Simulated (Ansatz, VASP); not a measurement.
## TePtS: VASP beside Ansatz

Aim: how closely do two programs agree when they are given the same cell, functional and k mesh? The cell is taken from a series of runs on this material, whose earlier steps may have relaxed, scaled, displaced or heated it; both programs get it as it stands.

Program: Ansatz 0.2.0. Level of theory: plane waves, with VASP 6.6.1 beside it; single point at LDA. Results are calculated unless marked as measured.

### Step 1. Starting point

The cell holds 3 atoms: 1 Pt, 1 S and 1 Te. Cell: a = 3.650 Å, b = 3.650 Å, c = 20.000 Å, α = 90.0°, β = 90.0°, γ = 120.0°. Vacuum lies along c.

### Step 2. Ansatz: single point, LDA

Ansatz runs on its default PAW (the set named soft_2) files.

With cell and atoms fixed, the geometry can't cause a difference; cores, projectors, grids and the points listed under the comparison can.

input.yaml

```yaml
crystal:
  lattice:
    - [3.65, 0.0, 0.0]
    - [-1.825, 3.16099, 0.0]
    - [0.0, 0.0, 20.0]
  atoms:
    - { symbol: Pt, position: [0.0, 0.0, 0.5] }
    - { symbol: S, position: [0.333333, 0.666667, 0.575] }
    - { symbol: Te, position: [0.666667, 0.333333, 0.42] }
  periodic: [true, true, false]
kpoints:
  mp_grid: { grid: [6, 6, 1] }
hamiltonian:
  xc: lda
scf:
  occupations: { method: gaussian, width: 0.1 }
output:
  forces: true
  stress: true
  eigenvalues: true
```

On the command line:

```sh
ansatz run input.yaml --threads 8 --pin off --max-ram 14336MiB --backend cpu --events-out ev --progress --plain --runs-dir out
```

Numbers of over 12 decimals in the logs are rounded to 6 here.

The log of the run:

```text
Warning: crystal.periodic: the lattice vector that does not repeat stood 0.000° off the slab's normal, 20.000 Å along it as the deck builds it. The run solves the slab on a vector along the normal, 30.000 Å long, with every atom where it was (on the deck's vector they left 16.90 Å outside them, and the widest stretch free of ions among them is 1.60 Å). A fractional position that the run reports is one of the run's ce [...]
Warning: the atoms were moved onto the symmetric positions of the space group found under crystal.symmetry.tolerance 1.0e-5 (fractional; no operation is sought that the atoms, as they stand in a round, miss by more than twice it, and no atom is moved by as much as it), and the run uses the moved positions. Before a round's move an operation carried an atom to 3.65e-6 Å from where it should land, the largest such dist [...]
crystal.periodic: the lattice vector that does not repeat stood 0.000° off the slab's normal, 20.000 Å along it as the deck builds it. The run solves the slab on a vector along the normal, 30.000 Å long, with every atom where it was (on the deck's vector they left 16.90 Å outside them, and the widest stretch free of ions among them is 1.60 Å). A fractional position that the run reports is one of the run's cell, which [...]
Engine: ansatz 0.2.0, aarch64-unknown-linux-gnu
Pseudopotentials: kind: paw
Pseudopotential: Pt, paw, valence charge 18, recommended cutoff 420 eV (normal), Pt.paw.azcp
Pseudopotential: S, paw, valence charge 6, recommended cutoff 420 eV (normal), S.paw.azcp
Pseudopotential: Te, paw, valence charge 16, recommended cutoff 420 eV (normal), Te.paw.azcp
Functional definition: SPW92
  exchange = slater_x
  correlation = pw_c
Crystal: 3 atoms, lattice volume = 346.128 Å³
Basis set: ecut = 420 eV, 6665 PW (Γ)
Bands: 24, of which v1, the nominal top of the filled ones, is band 20 counted from 1 (19 counted from 0)
Symmetry: 6 space group operations
Space group: P3m1 (ITA 156), of the structure as read, at distance tolerance 7.0e-5 Å
k-points: 7 of 36 (time reversal used)
Non-local potential: Pt, projectors of the file, l = 0: 3, l = 1: 2, l = 2: 2, l = 3: 1
Non-local potential: S, projectors of the file, l = 0: 2, l = 1: 2, l = 2: 2
Non-local potential: Te, projectors of the file, l = 0: 2, l = 1: 2, l = 2: 2, l = 3: 2
PAW form: soft (Blöchl's): semilocal exchange-correlation on the pseudo side does not see the compensation charge
PAW frozen core: Pt, regenerated for the run's functional, and the local potential with it (the file was generated under x = pbe(κ = 0.804, μ = 0.219515), c = pbe(β = 0.066725))
PAW frozen core: S, regenerated for the run's functional, and the local potential with it (the file was generated under x = pbe(κ = 0.804, μ = 0.219515), c = pbe(β = 0.066725))
PAW frozen core: Te, regenerated for the run's functional, and the local potential with it (the file was generated under x = pbe(κ = 0.804, μ = 0.219515), c = pbe(β = 0.066725))
PAW one-centre angular grid: Pt, 590 points (default); XC on 64 Gauss nodes
PAW one-centre angular grid: S, 110 points (default); XC on 64 Gauss nodes
PAW one-centre angular grid: Te, 590 points (default); XC on 64 Gauss nodes
Initial density: superposition of atomic densities (neutral atoms: chi_scale 0, normalization atom), corrected by the library's trained network
Initial wavefunctions: pseudopotential atomic-orbital guess
Functional: x = slater, c = lda
SCF iter   1: F=—  HF=-19941.899889 eV  |F-HF|=—  |Δ(HF+E_count)|=         —  Δρ=3.97e-3  dr2=2.67e-1  ethr=1.77e-3  ⟨swp⟩=14.9  Hψ=1351  notcnv=0
preconditioner: auto → Resta (q_TF=auto, 1.904 Å⁻¹)  ε∞=2.4  [insulator: Δε(μ)=0.457 eV  Ē_g=7.799 eV  σ=0.100 eV  W_gap=1.00  n_scr=18 (ndim 8)  ℏωp=9.4 eV  f_vac=0.767  D(μ)=0.01/eV (n_scr^D=0)  ε∞_Penn≈2.4  vacuum switching on, ρ_ref=4.4e-3 e/Å³]
SCF iter   2: F=—  HF=-19942.020365 eV  |F-HF|=—  |Δ(HF+E_count)|=   1.20e-1  Δρ=6.93e-3  dr2=2.41e0  ethr=6.67e-4  ⟨swp⟩=4.3  Hψ=345  notcnv=0  recentre
SCF iter   3: F=—  HF=-19941.885090 eV  |F-HF|=—  |Δ(HF+E_count)|=   1.35e-1  Δρ=2.36e-3  dr2=3.78e-2  ethr=6.67e-4  ⟨swp⟩=3.9  Hψ=328  notcnv=0
SCF iter   4: F=—  HF=-19941.881369 eV  |F-HF|=—  |Δ(HF+E_count)|=   3.72e-3  Δρ=1.19e-3  dr2=8.93e-3  ethr=9.44e-5  ⟨swp⟩=1.9  Hψ=250  notcnv=0
SCF iter   5: F=—  HF=-19941.881450 eV  |F-HF|=—  |Δ(HF+E_count)|=   8.03e-5  Δρ=5.46e-4  dr2=5.49e-3  ethr=2.23e-5  ⟨swp⟩=3.6  Hψ=365  notcnv=0
SCF iter   6: F=—  HF=-19941.880880 eV  |F-HF|=—  |Δ(HF+E_count)|=   5.70e-4  Δρ=1.99e-4  dr2=1.58e-4  ethr=1.37e-5  ⟨swp⟩=2.7  Hψ=295  notcnv=0
SCF iter   7: F=—  HF=-19941.880860 eV  |F-HF|=—  |Δ(HF+E_count)|=   1.99e-5  Δρ=6.52e-5  dr2=1.67e-5  ethr=3.96e-7  ⟨swp⟩=3.3  Hψ=325  notcnv=0
SCF iter   8: F=—  HF=-19941.880966 eV  |F-HF|=—  |Δ(HF+E_count)|=   1.06e-4  Δρ=4.18e-5  dr2=9.42e-6  ethr=4.17e-8  ⟨swp⟩=2.9  Hψ=318  notcnv=0
SCF iter   9: F=—  HF=-19941.880966 eV  |F-HF|=—  |Δ(HF+E_count)|=   6.80e-7  Δρ=1.99e-5  dr2=1.41e-6  ethr=2.36e-8  ⟨swp⟩=3.7  Hψ=391  notcnv=0
SCF iter  10: F=-19941.880965 eV  HF=-19941.880965 eV  |F-HF|=6.08e-8  |Δ(HF+E_count)|=   3.25e-7  Δρ=2.91e-6  dr2=9.21e-8  ethr=2.50e-10  ⟨swp⟩=10.6  Hψ=1189  notcnv=0
SCF 1 converged in 10 iterations: F = -19941.880965 eV  dr2 = 9.21e-8
  greatest PAW one-centre occupation: 1.000 electrons in one spin orbital (limit 2), on the Pt atom at site 0 (counted from 0), in its partial waves of l = 0
SCF converged after 10 iterations
Free energy (F): -19941.880965 eV
Harris-Foulkes:  -19941.880965 eV  (|F-HF|=6.08e-8)
Internal energy: -19941.880928 eV  (E = F + TS)
E sigma→0 (E₀):  -19941.880946 eV
Entropy (-TS):   -0.000038 eV (-0.013 meV/atom)
Fermi energy:    -5.092677 eV
--- Per-component energies (eV) ---
  E_band       = -1205.171798
  E_kinetic    = 922.131084
  E_local      = -80288.669552  (includes V_loc(G=0)·N_el)
  E_nonlocal   = -68.730449
  E_hartree    = 39702.659925
  E_xc         = -477.907900
  E_vxc        = -492.007191  (∫ρ·V_xc dr)
  E_paw        = -14256.425665  (= ΣΔE_a)
  E_vpaw       = -683.225604  (= ΣTr[D̂ρ^β])
  E_aug_tail   = -0.000033  (compensation charges beyond the density's cutoff)
  E_ewald      = 34523.765934
  E_core_change = 1.295728  (= ΣΔE_core)
  E_smearing   = -0.000038  (= −TS)
  E_closure    = -0.000000  (closes the sum)
  Σ components = -19941.880965   (vs F -19941.880965, Δ=0.00e0)
--- Forces (eV/Å), atoms counted from 1 ---
  atom   1  Pt     0.00000000     0.00000000     1.02921724
  atom   2  S     -0.00000000    -0.00000000    -2.54662801
  atom   3  Te     0.00000000    -0.00000000     1.51658128
  max |Σ_I F_I| component: 8.29e-4 eV/Å
--- 2D stress c σ (N/m, compression-positive) ---
       -3.523980      -0.000000      -0.000000
       -0.000000      -3.523980      -0.000000
        0.000000       0.000000       0.000000
  P = ½ c Tr σ = -3.5240 N/m
--- Band table (eV; the first three rows and the last of 7) ---
  k-point 0: bands = [... 16 lower, -7.7751, -6.7367, -5.3191, -5.3191, -2.8926, -2.8926, -1.8175, -0.6288]
  k-point 1: bands = [... 16 lower, -7.9867, -6.5449, -5.8688, -5.4202, -4.3549, -3.2732, -1.2123, -0.0725]
  k-point 2: bands = [... 16 lower, -8.2112, -7.3572, -6.4934, -6.0949, -4.3257, -3.5148, -1.3990, -0.0886]
  k-point 6: bands = [... 16 lower, -8.2621, -7.8052, -6.7041, -6.6345, -4.8664, -3.9656, -1.3694, 0.6678]
```

Reading the cycles: dr2 is the Hartree energy of the density residual (eV), the measure of convergence; HF is the Harris–Foulkes estimate of the energy, which meets the free energy F at convergence.

### Step 3. VASP: single point, LDA

The same cell, functional (in two slightly different forms), mesh and smearing now go to VASP, with its own data sets.

Lines of VASP's logs that name or quote its potential files are left out, and so is its time.

INCAR

```
SYSTEM = TePtS
PREC = Accurate
ENCUT = 400
EDIFF = 1E-06
NELM = 120
ISMEAR = 0
SIGMA = 0.1
LREAL = .FALSE.
ALGO = Normal
GGA = PW92
NBANDS = 17
LASPH = .TRUE.
LORBIT = 11
LWAVE = .FALSE.
LCHARG = .FALSE.
ISIF = 2
LDIPOL = .TRUE.
IDIPOL = 3
DIPOL = 0.5 0.5 0.498
LVHAR = .TRUE.
GGA_COMPAT = .FALSE.
EFERMI = MIDGAP
NELMDL = -8
```

POSCAR

```
TePtS
1.0
    3.6500000000      0.0000000000      0.0000000000
   -1.8250000000      3.1609900000      0.0000000000
    0.0000000000      0.0000000000     20.0000000000
Pt S Te
1 1 1
Direct
    0.0000000000      0.0000000000      0.5000000000
    0.3333333333      0.6666666667      0.5750000000
    0.6666666667      0.3333333333      0.4200000000
```

KPOINTS

```
Automatic mesh
0
Gamma
6 6 1
0 0 0
```

Potentials, in the order of the species: Pt, S and Te (LDA family, release 64).

On the command line:

```sh
mpirun -np 1 vasp_std
```

The log of the run:

```text
[banner, memory and clock lines left out]
running    1 mpi-ranks, on    1 nodes
 distrk:  each k-point on    1 cores,    1 groups
 distr:  one band on    1 cores,    1 groups

 POSCAR found type information on POSCAR PtS Te
 POSCAR found :  3 types and       3 ions
|                                                                             |
|               ----> ADVICE to this user running VASP <----                  |
|                                                                             |
|     You enforced a specific xc type in the INCAR file but a different       |
|     [... a line on the potential file left out ...]
|     I HOPE YOU KNOW WHAT YOU ARE DOING!                                     |
|                                                                             |

 LDA part: xc-table for (Slater(with rela. corr.)+PW92), standard interpolation
 POSCAR, INCAR and KPOINTS ok, starting setup
 FFT: planning ... GRIDC
 FFT: planning ... GRID_SOFT
 FFT: planning ... GRID
 WAVECAR not read
 entering main loop
       N       E                     dE             d eps       ncg     rms          rms(c)
DAV:   1     0.145300081204E+03    0.14530E+03   -0.65653E+03   238   0.783E+02
DAV:   2    -0.419982942419E+01   -0.14950E+03   -0.14383E+03   350   0.158E+02
DAV:   3    -0.170621242530E+02   -0.12862E+02   -0.12776E+02   294   0.579E+01
DAV:   4    -0.173251749409E+02   -0.26305E+00   -0.26283E+00   331   0.946E+00
DAV:   5    -0.173301822550E+02   -0.50073E-02   -0.50071E-02   362   0.127E+00
DAV:   6    -0.173302128780E+02   -0.30623E-04   -0.30623E-04   347   0.869E-02
DAV:   7    -0.173302137775E+02   -0.89955E-06   -0.89970E-06   361   0.132E-02
DAV:   8    -0.173302137846E+02   -0.70495E-08   -0.70402E-08   252   0.118E-03    0.126E+01
DAV:   9    -0.167069275953E+02    0.62329E+00   -0.78758E+00   309   0.221E+01    0.879E+00
DAV:  10    -0.166288382697E+02    0.78089E-01   -0.16659E+01   323   0.133E+01    0.483E+00
DAV:  11    -0.163008545290E+02    0.32798E+00   -0.63589E+00   297   0.925E+00    0.216E+00
DAV:  12    -0.161567548197E+02    0.14410E+00   -0.82364E-01   303   0.510E+00    0.613E-01
DAV:  13    -0.161582410555E+02   -0.14862E-02   -0.47497E-02   282   0.131E+00    0.335E-01
DAV:  14    -0.161579861938E+02    0.25486E-03   -0.18617E-03   376   0.258E-01    0.230E-01
DAV:  15    -0.161578761687E+02    0.11003E-03   -0.53700E-04   287   0.136E-01    0.491E-02
DAV:  16    -0.161579106697E+02   -0.34501E-04   -0.14785E-04   297   0.590E-02    0.281E-02
DAV:  17    -0.161579319598E+02   -0.21290E-04   -0.89137E-06   290   0.163E-02    0.250E-02
DAV:  18    -0.161580197064E+02   -0.87747E-04   -0.12078E-05   244   0.144E-02    0.137E-02
DAV:  19    -0.161580978154E+02   -0.78109E-04   -0.14170E-05   271   0.163E-02    0.226E-02
DAV:  20    -0.161581386788E+02   -0.40863E-04   -0.59085E-06   297   0.972E-03    0.810E-03
DAV:  21    -0.161581689269E+02   -0.30248E-04   -0.45808E-06   229   0.853E-03    0.104E-02
DAV:  22    -0.161581720261E+02   -0.30992E-05   -0.25483E-07   274   0.275E-03    0.541E-03
DAV:  23    -0.161581816578E+02   -0.96316E-05   -0.77316E-07   195   0.311E-03    0.111E-03
DAV:  24    -0.161581824857E+02   -0.82793E-06   -0.37531E-08   259   0.104E-03
   1 F= -.16158182E+02 E0= -.16158158E+02  d E =-.493271E-04
```

Parts of OUTCAR (step 3):

```text
ion  position               nearest neighbor table
   1  0.000  0.000  0.500-   2 2.59   2 2.59   2 2.59   3 2.65   3 2.65   3 2.65
   2  0.333  0.667  0.575-   1 2.59   1 2.59   1 2.59
   3  0.667  0.333  0.420-   1 2.65   1 2.65   1 2.65

  LATTYP: Found a hexagonal cell.
 ALAT       =     3.6500000000
 C/A-ratio  =     5.4794520548

 Subroutine GETGRP returns: Found  6 space group operations
 (whereof  6 operations were pure point group operations)

The static configuration has the point symmetry C_3v.

 Found      7 irreducible k-points:

   k-points           NKPTS =      7   k-points in BZ     NKDIM =      7   number of bands    NBANDS=     17

   dimension x,y,z NGX =    24 NGY =   24 NGZ =  140
   dimension x,y,z NGXF=    48 NGYF=   48 NGZF=  280

   ENCUT  =  400.0 eV  29.40 Ry    5.42 a.u.   5.95  5.95 32.61*2*pi/ulx,y,z

   NELECT =      22.0000    total number of electrons

 k-points in reciprocal lattice and weights: Automatic mesh
   0.00000000  0.00000000  0.00000000       0.028
   0.16666667  0.00000000  0.00000000       0.167
   0.33333333  0.00000000  0.00000000       0.167
   0.50000000  0.00000000  0.00000000       0.083
   0.16666667  0.16666667  0.00000000       0.167
   0.33333333  0.16666667  0.00000000       0.333
   0.33333333  0.33333333  0.00000000       0.056

 dipolmoment           0.000000      0.000000      0.100425 electrons x Angstroem

 average (electrostatic) potential at core
       1 -76.2733       2 -93.6689       3 -97.4407

 E-fermi :  -1.5927

 k-point     1 :       0.0000    0.0000    0.0000
  band No.  band energies     occupation
    ...
      7      -4.9503      2.00000
      8      -4.2743      2.00000
      9      -3.2346      2.00000
     10      -1.8130      1.99817
     11      -1.8130      1.99817
     12       0.6142      0.00000
     13       0.6142      0.00000
     14       1.7022      0.00000
     15       2.9125      0.00000
     16       3.5886      0.00000
    ...

 k-point     2 :       0.1667    0.0000    0.0000
  band No.  band energies     occupation
    ...
      7      -5.0219      2.00000
      8      -4.4848      2.00000
      9      -3.0386      2.00000
     10      -2.3670      2.00000
     11      -1.9153      1.99999
     12      -0.8525      0.00000
     13       0.2303      0.00000
     14       2.2970      0.00000
     15       3.4911      0.00000
     16       3.9691      0.00000
    ...

 k-point     3 :       0.3333    0.0000    0.0000
  band No.  band energies     occupation
    ...
      7      -4.7482      2.00000
      8      -4.7100      2.00000
      9      -3.8518      2.00000
     10      -2.9973      2.00000
     11      -2.5911      2.00000
     12      -0.8296      0.00000
     13      -0.0147      0.00000
     14       2.1168      0.00000
     15       3.4140      0.00000
     16       4.0538      0.00000
    ...

  Total       -2.5393887     -2.5393844     -6.2371933      0.0000000      0.0000000      0.0000000
  in kB      -17.6316839    -17.6316535    -43.3065719      0.0000000      0.0000000      0.0000000
  external PRESSURE =     -26.1899698 kB  Pullay stress =       0.0000000 kB

  energy-cutoff  :      400.00
  volume of cell :      230.75
      direct lattice vectors                 reciprocal lattice vectors
     3.650000000  0.000000000  0.000000000     0.273972603  0.158178292  0.000000000
    -1.825000000  3.160990000  0.000000000     0.000000000  0.316356584  0.000000000
     0.000000000  0.000000000 20.000000000     0.000000000  0.000000000  0.050000000

 POSITION                                       TOTAL-FORCE (eV/Angst)
 -----------------------------------------------------------------------------------
      0.00000      0.00000     10.00000        -0.000000     -0.000000      1.035093
     -0.00000      2.10733     11.50000         0.000000      0.000000     -2.540247
      1.82500      1.05366      8.40000        -0.000000     -0.000000      1.505154
 -----------------------------------------------------------------------------------
    total drift:                               -0.000000      0.000018     -0.000092

  FREE ENERGIE OF THE ION-ELECTRON SYSTEM (eV)
  ---------------------------------------------------
  free  energy   TOTEN  =       -16.1581824857 eV

  energy  without entropy=      -16.1581331587  energy(sigma->0) =      -16.15815782

 vacuum level on the upper side and lower side of the slab         4.297         2.720

 total charge
# of ion       s       p       d       tot
------------------------------------------
    1        0.638   0.582   8.000   9.220
    2        1.371   2.179   0.000   3.550
    3        1.392   1.917   0.063   3.372
--------------------------------------------------
tot          3.401   4.678   8.063  16.142

[... 3 further parts left out ...]
```

The run ends at a pressure of -2.62 GPa, with forces up to 2.5 eV/Å.

### Step 4. Side by side

Known differences besides the potentials themselves: Ansatz cuts the interaction across the vacuum, VASP repeats the sheet with a dipole correction; the data sets hold 40 valence electrons in Ansatz (on its default PAW (the set named soft_2) files) and 22 in VASP; the cutoff is 420 eV in Ansatz and 400 eV in VASP; VASP's log shows a relativistic correction to its local exchange, Ansatz's none. Total energies have different zeros and are not compared.

Both answers:

```tsv
quantity	Ansatz	VASP	difference
gap on the k mesh (eV)	0.453	0.441	+0.012
```

Forces (eV/Å; atoms numbered as in POSCAR):

```tsv
atom	Ansatz x, y, z	VASP x, y, z
Pt1	0.000, 0.000, 1.029	0.000, 0.000, 1.035
S2	0.000, 0.000, -2.547	0.000, 0.000, -2.540
Te3	0.000, 0.000, 1.517	0.000, 0.000, 1.505
```

The forces differ by 4.8 meV/Å r.m.s., which is 0.5 % of the r.m.s. force of 1.043 eV/Å (both taken over all components). A gap on the mesh is an upper bound, since the band edges may lie between its points; neither run holds spin-orbit coupling, which can move the band edges of a compound of Pt. With vacuum in the cell, a pressure given here is an average over mostly empty space and none of the material.

### Step 5. Outcome

| Quantity | Value |
| --- | --- |
| r.m.s. force difference (single point, LDA) | 0.46 % of the r.m.s. force |

What this shows: The r.m.s. force difference is 0.46 % of the r.m.s. force (single point, LDA), within the 3 % picked in this series as the mark of a large difference. The data sets hold unlike numbers of valence electrons (40 in Ansatz and 22 in VASP), so part of the differences comes from the potentials. Such differences can come from data sets, numerical settings and the points named under the comparisons, not from the functional's error against experiment.

[Lines on the potential files, build, host, timing and source positions are cut from VASP's logs without a mark.]

[Logs are printed without paths, hosts, clocks, repeated set-up lines and the standing remarks that a program may print on its own settings, such as how far it seeks lower states.]

[Hosts, paths, dates, database ids (printed as entryN), source tags and the programs' standing remarks are cut or masked in the printed files.]
